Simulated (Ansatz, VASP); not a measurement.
## H2CClF: VASP beside Ansatz

Wanted: the spread between two codes on one cell, functional and k mesh. The cell is taken from a series of runs on this material, whose earlier steps may have relaxed, scaled, displaced or heated it; both programs get it as it stands.

Program: Ansatz 0.2.0. Level of theory: plane waves, with VASP 6.6.1 beside it; G0W0 gap at PBE. Results are calculated unless marked as measured.

## Step 1: Set-up

It takes space group P2_1 (No. 4, monoclinic). Conventional cell: a = 5.021 Å, b = 4.148 Å, c = 7.012 Å, α = 90.00°, β = 107.55°, γ = 90.00°. H has 1 C at 1.09 Å nearest. Nearest to H lie 1 C at 1.09 Å. C has 2 H at 1.09 Å and 1 F at 1.38 Å and 1 Cl at 1.79 Å nearest. Nearest to Cl lie 1 C at 1.79 Å. Nearest to F lie 1 C at 1.38 Å. Farther neighbours and most contacts between anions are not listed.

## Step 2: Ansatz: G0W0 gap, PBE

Ansatz runs on its PAW soft_1 files.

Quasiparticle shifts depend on high empty states and on the cores, so they are the hardest test of two PAW sets.

input.yaml reads:

```yaml
crystal:
  lattice:
    - [5.0206, 0.0, 0.0]
    - [0.0, 4.1477, 0.0]
    - [-2.1143188253, 0.0, 6.6860002262]
  atoms:
    - { symbol: H, position: [0.2735707245, 0.3889461892, 0.1550007486] }
    - { symbol: H, position: [0.7264292755, 0.8889461892, 0.8449992514] }
    - { symbol: H, position: [0.5663799543, 0.1189996532, 0.2702605248] }
    - { symbol: H, position: [0.4336200457, 0.6189996532, 0.7297394752] }
    - { symbol: C, position: [0.3420764184, 0.1416075453, 0.1957271982] }
    - { symbol: C, position: [0.6579235816, 0.6416075453, 0.8042728018] }
    - { symbol: Cl, position: [0.1633127779, -0.0019348748, 0.3643053544] }
    - { symbol: Cl, position: [0.8366872221, 0.4980651252, 0.6356946456] }
    - { symbol: F, position: [0.2704493145, 0.9528814871, 0.0254621333] }
    - { symbol: F, position: [0.7295506855, 0.4528814871, 0.9745378667] }
kpoints:
  mp_grid: { grid: [4, 4, 2] }
hamiltonian:
  xc: pbe
  pseudopotentials: { kind: paw, azcp: { folder: soft_1 } }
scf:
  occupations: { method: fixed }
gw:
  n_empty_bands: 503
  ecut_chi: 140
  qp_bands: [v3, c3]
  qp_kpoints: band_edges
  screening: { model: contour_deformation }
```

Run with:

```
> ansatz run input.yaml --threads 2 --pin off --max-ram 92160MiB --backend cuda --events-out ev --progress --plain --runs-dir out --devices 1 --max-vram 13GiB
```

Numbers of over 12 decimals in the logs are rounded to 6 here.

The program printed:

```text
GPUs: using 1 of 1 available (devices: 1).
Engine: ansatz 0.2.0, x86_64-unknown-linux-gnu
Pseudopotentials: kind: paw
Pseudopotential: H, paw, valence charge 1, recommended cutoff 420 eV (normal), soft_1/H.paw.azcp
Pseudopotential: C, paw, valence charge 4, recommended cutoff 420 eV (normal), soft_1/C.paw.azcp
Pseudopotential: Cl, paw, valence charge 7, recommended cutoff 420 eV (normal), soft_1/Cl.paw.azcp
Pseudopotential: F, paw, valence charge 7, recommended cutoff 420 eV (normal), soft_1/F.paw.azcp
Functional definition: PBE
  parameter kappa = 0.804
  parameter beta = 0.066725
  exchange = pbe_x(kappa = kappa, mu = beta*pi^2/3)
  correlation = pbe_c(beta = beta)
device memory: the entry about to start is reckoned to put 1.2 GiB on a device that reports 44.5 GiB free (of which the cap on the GPU budget leaves the run 13.0 GiB)
GPU FFT provider: cuFFT
GPU libraries: cuBLAS 13.8.2, cuFFT 12.4.0, cuSOLVER 12.3.4
Crystal: 10 atoms, lattice volume = 139.229 Å³
Basis set: ecut = 420 eV, 2719 PW (Γ)
Bands: 30, of which v1, the nominal top of the filled ones, is band 20 counted from 1 (19 counted from 0)
Symmetry: 2 space group operations
Space group: P21 (ITA 4), of the structure as read, at distance tolerance 5.2e-5 Å
k-points: 18 of 32 (time reversal used)
Non-local potential: H, projectors of the file, l = 0: 2, l = 1: 1
Non-local potential: C, projectors of the file, l = 0: 2, l = 1: 2, l = 2: 1
Non-local potential: Cl, projectors of the file, l = 0: 2, l = 1: 2, l = 2: 1
Non-local potential: F, projectors of the file, l = 0: 2, l = 1: 2, l = 2: 1
PAW form: soft (Blöchl's): semilocal exchange-correlation on the pseudo side does not see the compensation charge
PAW one-centre angular grid: H, 110 points (default); XC on 64 Gauss nodes
PAW one-centre angular grid: C, 110 points (default); XC on 64 Gauss nodes
PAW one-centre angular grid: Cl, 110 points (default); XC on 64 Gauss nodes
PAW one-centre angular grid: F, 110 points (default); XC on 64 Gauss nodes
Initial density: superposition of atomic densities (chi_scale 0.1, normalization cell, long waves kept (reshape's long-wave potential 0.65 eV rms))
Initial wavefunctions: pseudopotential atomic-orbital guess
GPU buffer pool allocated for 51840 grid points (all kernels)
GPU transforms: local potential and band sums: pruned to the plane-wave sphere, on 36×27×48
Functional: x = pbe(κ = 0.804, μ = 0.219515), c = pbe(β = 0.066725)
SCF iter   1: F=—  HF=-4347.619603 eV  |F-HF|=—  |Δ(HF+E_count)|=         —  Δρ=1.21e-1  dr2=1.91e1  ethr=3.10e-3  ⟨swp⟩=5.1  Hψ=2314  notcnv=0  defer=143
preconditioner: auto → Resta (q_TF=auto, 2.216 Å⁻¹)  ε∞=3.0  [insulator: Δε(μ)=4.249 eV  Ē_g=13.466 eV  n_scr=26 (ndim 8)  ℏωp=18.9 eV  f_vac=0.050  ε∞_Penn≈3.0]
SCF iter   2: F=—  HF=-4342.723307 eV  |F-HF|=—  |Δ(HF+E_count)|=    4.90e0  Δρ=6.11e-2  dr2=2.86e0  ethr=3.10e-3  ⟨swp⟩=3.1  Hψ=1249  notcnv=0  defer=142
SCF iter   3: F=—  HF=-4341.869112 eV  |F-HF|=—  |Δ(HF+E_count)|=   8.54e-1  Δρ=2.20e-2  dr2=6.12e-1  ethr=3.10e-3  ⟨swp⟩=2.0  Hψ=1115  notcnv=0  defer=111
SCF iter   4: F=—  HF=-4341.651934 eV  |F-HF|=—  |Δ(HF+E_count)|=   2.17e-1  Δρ=3.69e-3  dr2=1.86e-2  ethr=1.53e-3  ⟨swp⟩=2.7  Hψ=983  notcnv=0  defer=144
SCF iter   5: F=—  HF=-4341.655801 eV  |F-HF|=—  |Δ(HF+E_count)|=   3.87e-3  Δρ=1.37e-3  dr2=2.56e-3  ethr=4.64e-5  ⟨swp⟩=2.7  Hψ=828  notcnv=0  defer=144
SCF iter   6: F=—  HF=-4341.657135 eV  |F-HF|=—  |Δ(HF+E_count)|=   1.33e-3  Δρ=3.58e-4  dr2=1.89e-4  ethr=6.40e-6  ⟨swp⟩=3.0  Hψ=861  notcnv=0  defer=144
SCF iter   7: F=—  HF=-4341.657178 eV  |F-HF|=—  |Δ(HF+E_count)|=   4.26e-5  Δρ=7.96e-5  dr2=8.03e-6  ethr=4.73e-7  ⟨swp⟩=2.8  Hψ=846  notcnv=0  defer=144
SCF iter   8: F=—  HF=-4341.657191 eV  |F-HF|=—  |Δ(HF+E_count)|=   1.32e-5  Δρ=1.51e-5  dr2=3.64e-7  ethr=2.01e-8  ⟨swp⟩=2.0  Hψ=794  notcnv=0  defer=128
SCF iter   9: F=-4341.657191 eV  HF=-4341.657191 eV  |F-HF|=2.24e-8  |Δ(HF+E_count)|=   6.28e-7  Δρ=2.88e-6  dr2=1.39e-8  ethr=2.50e-10  ⟨swp⟩=12.4  Hψ=2929  notcnv=0
SCF 1 converged in 9 iterations: F = -4341.657191 eV  dr2 = 1.39e-8
  greatest PAW one-centre occupation: 0.931 electrons in one spin orbital (limit 2), on the F atom at site 9 (counted from 0), in its partial waves of l = 0
device memory: the entry about to start is reckoned to put 1.2 GiB (of the 1.3 GiB reckoned in all, the device holds 0.1 GiB already) on a device that reports 55.5 GiB free (of which the cap on the GPU budget leaves the run 12.9 GiB)
NSCF: frozen V_eff on 18 k-points, pencils in batches of 32, up to order 120
the band table was solved once the SCF had ended and its energy, with any forces and stress, was formed, with the checks that follow a solve (2499 applications of the Hamiltonian). They found nothing against the state; the energy, forces and stress were not computed again (output.eigenvalues in the input reference)
[...]
0    20     -1.1980   -21.1518     2.3965   -16.4899  0.8146    -3.5165    -3.4634  root
     0    21      5.4184    -8.6975    -3.7565   -14.3618  0.8366     7.3545     7.3262  root
     0    22      5.6826    -8.8523    -3.8643   -14.6694  0.8331     7.6669     7.6353  root
     0    23      6.0890    -5.7700    -3.3569   -10.3760  0.8619     7.3487     7.3381  root
     1    18     -1.5240   -21.5044     2.5594   -16.6517  0.8134    -3.8734    -3.8172  root
     1    19     -1.5051   -20.8008     2.4786   -16.0028  0.8126    -3.8847    -3.8245  root
     1    20     -1.2281   -21.2893     2.3821   -16.6795  0.8131    -3.5071    -3.4558  root
     1    21      5.4597    -9.2913    -3.9616   -15.2908  0.8305     7.5314     7.4976  root
     1    22      5.5265    -7.8350    -3.6265   -13.2110  0.8438     7.2990     7.2760  root
     1    23      6.3413    -5.4712    -3.2689    -9.9249  0.8637     7.5356     7.5261  root
     2    18     -1.6819   -21.8880     2.6675   -16.9649  0.8101    -3.9932    -3.9375  root
     2    19     -1.4800   -21.0736     2.5332   -16.2257  0.8136    -3.8534    -3.7947  root
     2    20     -1.1667   -21.4974     2.4731   -16.7466  0.8156    -3.4972    -3.4444  root
     2    21      5.3608    -8.5156    -3.6972   -14.0625  0.8389     7.2364     7.2104  root
     2    22      5.6955    -9.0879    -3.9275   -15.0201  0.8310     7.7339     7.7002  root
     2    23      6.4162    -6.5452    -3.5919   -11.6553  0.8538     7.9515     7.9344  root
     3    18     -1.6513   -21.2854     2.5152   -16.4984  0.8120    -3.9793    -3.9231  root
     3    19     -1.4171   -21.2451     2.5503   -16.3774  0.8142    -3.7925    -3.7345  root
     3    20     -1.2237   -21.4160     2.4677   -16.6768  0.8151    -3.5482    -3.4952  root
     3    21      5.4574    -9.1194    -3.8779   -14.9836  0.8324     7.4752     7.4436  root
     3    22      5.6116    -8.1335    -3.7134   -13.6843  0.8399     7.4753     7.4490  root
     3    23      6.6581    -8.0163    -3.8184   -13.6876  0.8437     8.5392     8.5110  root
     4    18     -1.7443   -21.7385     2.6482   -16.8264  0.8102    -4.0647    -4.0082  root
     4    19     -1.2464   -21.7697     2.5907   -16.8827  0.8157    -3.5968    -3.5426  root
[...]
16    22      5.6314    -9.3512    -3.9214   -15.2836  0.8302     7.6760     7.6424  root
    16    23      6.6356    -6.2850    -3.5052   -11.3493  0.8583     8.2123     8.1947  root
    17    18     -1.6966   -21.9268     2.6269   -17.0581  0.8111    -3.9923    -3.9384  root
    17    19     -0.9147   -21.8540     2.4866   -17.1014  0.8177    -3.2305    -3.1808  root
    17    20     -0.9147   -21.8540     2.4866   -17.1014  0.8177    -3.2305    -3.1808  root
    17    21      5.5950    -9.2489    -3.8879   -15.1388  0.8321     7.6297     7.5970  root
    17    22      5.5950    -9.2489    -3.8879   -15.1388  0.8321     7.6297     7.5970  root
    17    23      6.8731    -6.8009    -3.6459   -12.1110  0.8516     8.5589     8.5373  root
```

(Part 1 of 2 ends here.)

[Lines on the potential files, build, host, timing and source positions are cut from VASP's logs without a mark.]

[Logs are printed without paths, hosts, clocks, repeated set-up lines and the standing remarks that a program may print on its own settings, such as how far it seeks lower states.]

[Hosts, paths, dates, database ids (printed as entryN), source tags and the programs' standing remarks are cut or masked in the printed files.]
